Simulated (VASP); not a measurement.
Given:

```xyz
2
Lattice="1.8360 -3.1800 0.0000 1.8360 3.1800 0.0000 0.0000 0.0000 5.8038" Properties=species:S:1:pos:R:3 pbc="T T T"
Tb     1.8360     1.0600     1.4509
Tb     1.8360    -1.0600     4.3529
```

The numbers are results of PBE GGA, VASP's PBE PAW potentials (set 64) (plane waves; VASP), not measurements. Settings: PREC = Low, 400 eV cut-off, 10×10×6 Γ-centred mesh, first-order Methfessel-Paxton smearing of 0.10 eV, potentials Tb_3.

The 4f electrons are frozen in the core of the lanthanide potential, so 4f levels, which can set the real gap, and their magnetism are missing.

### Question
Give the stress tensor in GPa (positive for a compressed cell).

### Answer

```
-1.25   0.00   0.00
 0.00  -1.25   0.00
 0.00   0.00  -2.38
```
The pressure is its mean diagonal, -1.63 GPa.

The compound is Tb in the hcp structure. The cell was not relaxed at this level. The run is one of a series of settings (PREC = Low against the base run), some of them coarse on purpose.
